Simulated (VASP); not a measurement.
Here is the system:

```
Ag3Pd2Sr
1.0
    5.54858     0.00000     0.00000
   -2.77429     4.80521     0.00000
    0.00000     0.00000     4.55616
Sr Ag Pd
1 3 2
Direct
  0.00000   0.00000   0.00000
  0.50000   0.00000   0.50000
  0.50000   0.50000   0.50000
  0.00000   0.50000   0.50000
  0.33333   0.66667   0.00000
  0.66667   0.33333   0.00000
```

These are PBEsol GGA, VASP's PBE PAW potentials (set 64) (plane waves; VASP) values and carry that method's errors. Run with 300 eV cut-off, 6×6×6 Γ-centred mesh, Gaussian smearing of 0.20 eV, potentials Sr_sv Ag Pd.

At this cut-off the stress carries a Pulay error, which pulls relaxed volumes low.

Task: Give the stress tensor in GPa (positive for a compressed cell).

Result: 
```
-2.82   0.00   0.00
 0.00  -2.82   0.00
 0.00   0.00  -3.97
```
The pressure is its mean diagonal, -3.20 GPa.

The structure comes from a computed database's SrAg3Pd2 entry (P6/mmm); how it stands against other phases isn't given here. The cell was not relaxed at this level. The electron count is odd and the run is not spin-polarised, which forces a metal.
